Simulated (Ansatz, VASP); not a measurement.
# Cross-check of Te (Tellurium) between VASP and Ansatz, part 2 of 2

Aim: how closely do two programs agree when they are given the same cell, functional and k mesh? The cell is taken from a series of runs on this material, whose earlier steps may have relaxed, scaled, displaced or heated it; both programs get it as it stands.

VASP 6.6.1 and Ansatz 0.2.0.

So far: Set-up; VASP: zone-centre phonons, PBEsol.

## Step 3: Ansatz: zone-centre phonons, PBEsol

Level of this step: Ansatz beside VASP: Kohn-Sham DFT, plane waves, PBEsol (Ansatz).

Ansatz runs on its PAW soft_1 files.

The same cell, functional, mesh and smearing now go to Ansatz, which takes its cutoff from its data sets.

Contents of input.yaml:

```yaml
crystal:
  lattice:
    - [4.3386415693, 0.0, 0.0]
    - [-2.1693207846, 3.757373817, 0.0]
    - [0.0, 0.0, 5.8993739858]
  atoms:
    - { symbol: Te, position: [0.284299409, -1.76e-08, 0.3333333401] }
    - { symbol: Te, position: [-1.76e-08, 0.284299409, 0.6666666599] }
    - { symbol: Te, position: [0.7157006087, 0.7157006087, 0.0] }
kpoints:
  mp_grid: { grid: [12, 12, 8] }
hamiltonian:
  xc: pbesol
  pseudopotentials: { kind: paw, azcp: { folder: soft_1 }, xc_functional: pbe }
scf:
  occupations: { method: methfessel_paxton, width: 0.2 }
output:
  eigenvalues: true
phonons:
  method: dfpt
```

On the command line:

```bash
$ ansatz run input.yaml --threads 4 --pin off --max-ram 10240MiB --backend cpu --events-out ev --progress --plain --runs-dir out
```

Numbers of over 12 decimals in the logs are rounded to 6 here.

Output:

```text
zone centre: on kpoints.mp_grid the ground state, and the responses unless they are solved on pairs of k-points, stand on 320 of the mesh's 1152 k-points, reduced under 2 symmetry operations, with k and −k counted as one. Each operation leaves every solved displacement unchanged or reverses it
Engine: ansatz 0.2.0, x86_64-unknown-linux-gnu
Pseudopotentials: kind: paw
Pseudopotential: Te, paw, valence charge 16, recommended cutoff 420 eV (normal), soft_1/Te.paw.azcp
Functional definition: PBEsol
  exchange = pbesol_x
  correlation = pbesol_c
Crystal: 3 atoms, lattice volume = 96.171 Å³
Basis set: ecut = 420 eV, 1897 PW (Γ), exchange–correlation on 60×60×96 points (8 copies of the dense FFT grid, shifted against one another)
Bands: 29, of which v1, the nominal top of the filled ones, is band 24 counted from 1 (23 counted from 0)
Symmetry: 6 space group operations
k-points: 320 of 1152 (irreducible under 2 space group operations, time reversal used)
Non-local potential: Te, projectors of the file, l = 0: 2, l = 1: 2, l = 2: 2, l = 3: 1
PAW form: soft (Blöchl's): semilocal exchange-correlation on the pseudo side does not see the compensation charge
PAW frozen core: Te, regenerated for the run's functional, and the local potential with it (the file was generated under x = pbe(κ = 0.804, μ = 0.219515), c = pbe(β = 0.066725))
PAW one-centre angular grid: Te, 590 points (default); XC on 64 Gauss nodes
Initial density: superposition of atomic densities (chi_scale 0.1, normalization cell)
Initial wavefunctions: pseudopotential atomic-orbital guess
Functional: x = pbesol(κ = 0.804, μ = 0.123457), c = pbesol(β = 0.046)
SCF iter   1: F=—  HF=-20704.826577 eV  |F-HF|=—  |Δ(HF+E_count)|=         —  Δρ=1.43e-2  dr2=1.43e-1  ethr=3.10e-3  ⟨swp⟩=8.6  Hψ=45703  notcnv=0
preconditioner: auto → Kerker (q_TF=auto, 2.430 Å⁻¹)  [metal: Δε(μ)=0.121 eV  Ē_g=8.708 eV  σ=0.200 eV  W_gap=0.47  n_scr=22 (ndim 8)  ℏωp=16.1 eV  f_vac=0.004  D(μ)=-0.02/eV (n_scr^D=0)]
SCF iter   2: F=—  HF=-20704.809417 eV  |F-HF|=—  |Δ(HF+E_count)|=   1.72e-2  S|Δr|=    0.00e0  Δρ=8.88e-3  dr2=5.55e-2  ethr=2.98e-4  ⟨swp⟩=1.0  Hψ=11851  notcnv=0  defer=2
SCF iter   3: F=—  HF=-20704.799713 eV  |F-HF|=—  |Δ(HF+E_count)|=   9.70e-3  S|Δr|=    0.00e0  Δρ=8.16e-4  dr2=5.66e-4  ethr=1.16e-4  ⟨swp⟩=2.0  Hψ=13986  notcnv=0  defer=2
SCF iter   4: F=—  HF=-20704.799930 eV  |F-HF|=—  |Δ(HF+E_count)|=   2.17e-4  S|Δr|=    0.00e0  Δρ=3.11e-4  dr2=9.93e-5  ethr=1.18e-6  ⟨swp⟩=2.0  Hψ=16918  notcnv=0  defer=2
SCF iter   5: F=—  HF=-20704.799932 eV  |F-HF|=—  |Δ(HF+E_count)|=   1.85e-6  S|Δr|=    0.00e0  Δρ=1.40e-4  dr2=2.79e-5  ethr=2.07e-7  ⟨swp⟩=2.0  Hψ=16851  notcnv=0  defer=2
SCF iter   6: F=—  HF=-20704.799948 eV  |F-HF|=—  |Δ(HF+E_count)|=   1.63e-5  S|Δr|=    0.00e0  Δρ=4.56e-5  dr2=3.49e-6  ethr=5.81e-8  ⟨swp⟩=2.0  Hψ=10993  notcnv=0  defer=2
SCF iter   7: F=—  HF=-20704.799951 eV  |F-HF|=—  |Δ(HF+E_count)|=   3.49e-6  S|Δr|=    0.00e0  Δρ=1.24e-5  dr2=2.05e-7  ethr=7.27e-9  ⟨swp⟩=2.0  Hψ=12070  notcnv=0  defer=2
SCF iter   8: F=—  HF=-20704.799951 eV  |F-HF|=—  |Δ(HF+E_count)|=   5.04e-8  S|Δr|=    0.00e0  Δρ=3.42e-6  dr2=7.83e-9  ethr=4.27e-10  ⟨swp⟩=3.0  Hψ=17515  notcnv=0  defer=2
SCF iter   9: F=—  HF=-20704.799951 eV  |F-HF|=—  |Δ(HF+E_count)|=  4.77e-10  S|Δr|=    0.00e0  Δρ=1.10e-6  dr2=1.34e-9  ethr=1.63e-11  ⟨swp⟩=2.0  Hψ=16806  notcnv=0  defer=2
SCF iter  10: F=—  HF=-20704.799951 eV  |F-HF|=—  |Δ(HF+E_count)|=  1.20e-10  S|Δr|=    0.00e0  Δρ=3.98e-7  dr2=1.51e-10  ethr=2.79e-12  ⟨swp⟩=3.0  Hψ=18540  notcnv=0  defer=2
SCF iter  11: F=-20704.799951 eV  HF=-20704.799951 eV  |F-HF|=3.64e-12  |Δ(HF+E_count)|=  7.28e-12  S|Δr|=    0.00e0  Δρ=6.21e-8  dr2=4.81e-12  ethr=1.00e-12  ⟨swp⟩=9.4  Hψ=57183  notcnv=0
SCF 1 converged in 11 iterations: F = -20704.799951 eV  dr2 = 4.81e-12
  greatest PAW one-centre occupation: 0.998 electrons in one spin orbital (limit 2), on the Te atom at site 0 (counted from 0), in its partial waves of l = 2
DFPT response loops at Γ: preconditioner auto → Kerker (q_TF=auto, 2.430 Å⁻¹) (partly filled bands, converged f_vac=0.012); β = 1.00, the filter's whole step (`scf.mixing.beta` (0.50) is not read by the response loops under this deck's `scf.mixing.preconditioner`; to damp them name `kerker` or `kerker_dos`, under which they read `scf.mixing.beta`, and type it under 1.00, their step now; both keys bind the ground state too); Broyden in place of MSR1
SCF converged after 11 iterations
Stability not checked: this state was not tested for a lower state beside it, because cold or Methfessel-Paxton smearing, or corrected tetrahedra, fill the levels in a way that the test cannot read (fill_not_monotonic; see scf.lower_state_search)
Free energy (F): -20704.799951 eV
Harris-Foulkes:  -20704.799951 eV  (|F-HF|=3.64e-12)
Internal energy: -20704.804390 eV  (E = F + TS)
E sigma→0 (E₀):  -20704.801061 eV
Entropy (-TS):   0.004439 eV (1.480 meV/atom)
Fermi energy:    9.732908 eV
Step filling:    the computed levels leave a gap of 0.0645 eV = 0.3 smearing widths at the electron count; against every level under it full and every level over it empty, smearing changes F+E_penalty+E_count by +0.900 meV and its σ→0 estimate by -0.210 meV
--- Per-component energies (eV) ---
  E_band       = -766.157209
  E_kinetic    = 516.892239
  E_local      = -4734.169110  (includes V_loc(G=0)·N_el)
  E_nonlocal   = 200.729459
  E_hartree    = 2366.963676
  E_xc         = -366.057222
  E_vxc        = -307.328948  (∫ρ·V_xc dr)
  E_paw        = -13773.538524  (= ΣΔE_a)
  E_vpaw       = -1176.208411  (= ΣTr[D̂ρ^β])
  E_aug_tail   = 0.000253  (compensation charges beyond the density's cutoff)
  E_ewald      = -4916.749594
  E_core_change = 1.124434  (= ΣΔE_core)
  E_smearing   = 0.004439  (= −TS)
  E_closure    = 0.000000  (closes the sum)
  Σ components = -20704.799951   (vs F -20704.799951, Δ=0.00e0)
--- Band table (eV; the first three rows and the last of 320) ---
  k-point 0: bands = [... 20 lower, 6.8862, 7.7099, 7.7099, 8.3511, 10.5446, 10.5446, 11.1497, 14.3909, ... 1 higher]
  k-point 1: bands = [... 20 lower, 7.0053, 7.7715, 7.8672, 8.3768, 10.3943, 10.4297, 10.9734, 13.9607, ... 1 higher]
  k-point 2: bands = [... 20 lower, 6.9744, 7.9478, 8.1705, 8.4520, 10.0772, 10.1510, 10.5578, 13.5741, ... 1 higher]
  k-point 319: bands = [... 20 lower, 4.8056, 8.0740, 8.4614, 9.2264, 10.1956, 11.1527, 11.1757, 14.4256, ... 1 higher]
--- Phonons (Γ-DFPT): 3 representative perturbations + reference, on 320 of 1152 k-points (Σ response iterations 9) ---
  k mesh reduced under 2 symmetry operations, with k and −k counted as one. Each operation leaves every solved displacement unchanged or reverses it
  ASR residual: 3.753e-5 → 0.000e0 eV/Å²; symmetrization residual: 1.484e-6 eV/Å²
  ASR residual per site (eV/Å²): 3.75e-5 3.75e-5 3.75e-5
  Γ frequencies (cm⁻¹): 0.00 0.00 0.00 80.16 80.16 90.28 98.61 125.48 125.48
  non-analytic LO–TO correction: not included (Born effective charges unavailable; polar crystals: no LO–TO splitting at Γ)
```

Reading the cycles: dr2 is the Hartree energy of the density residual (eV), the measure of convergence; HF is the Harris–Foulkes estimate of the energy, which meets the free energy F at convergence.

## Step 4: Side by side

Known differences besides the potentials themselves: the data sets hold 48 valence electrons in Ansatz (on its PAW soft_1 files) and 18 in VASP; the cutoff is 420 eV in Ansatz and 500 eV in VASP; Ansatz makes its cores anew for this functional, VASP keeps those of its PBE data sets. Total energies have different zeros and are not compared.

Compared:

```csv
quantity,Ansatz,VASP,difference
optical mode 1 to 2 (cm⁻¹),80.2,80.9,-0.96 %
optical mode 3 (cm⁻¹),90.3,90.4,-0.13 %
optical mode 4 (cm⁻¹),98.6,100.1,-1.52 %
optical mode 5 to 6 (cm⁻¹),125.5,127.3,-1.39 %
```

Modes are paired by rising frequency, not by their patterns, so a pair may set unlike modes beside each other; they are those without the splitting of longitudinal modes.

## Step 5: Summary of results

* r.m.s. difference of the optical zone-centre modes, each program's sorted by frequency (zone-centre phonons, PBEsol): 1.3 cm⁻¹
* difference in optical mode 4 (zone-centre phonons, PBEsol): -1.5 %

In words: The r.m.s. difference of the optical zone-centre modes, each program's sorted by frequency is 1.3 cm⁻¹ (zone-centre phonons, PBEsol). The data sets hold unlike numbers of valence electrons (48 in Ansatz and 18 in VASP), so part of the differences comes from the potentials. Among the rows given in per cent, the largest difference of the zone-centre phonons, PBEsol pair is in optical mode 4, -1.5 %. Such differences can come from data sets, numerical settings and the points named under the comparisons, not from the functional's error against experiment.

[Lines on the potential files, build, host, timing and source positions are cut from VASP's logs without a mark.]

[Logs are printed without paths, hosts, clocks, repeated set-up lines and the standing remarks that a program may print on its own settings, such as how far it seeks lower states.]

[Hosts, paths, dates, database ids (printed as entryN), source tags and the programs' standing remarks are cut or masked in the printed files.]
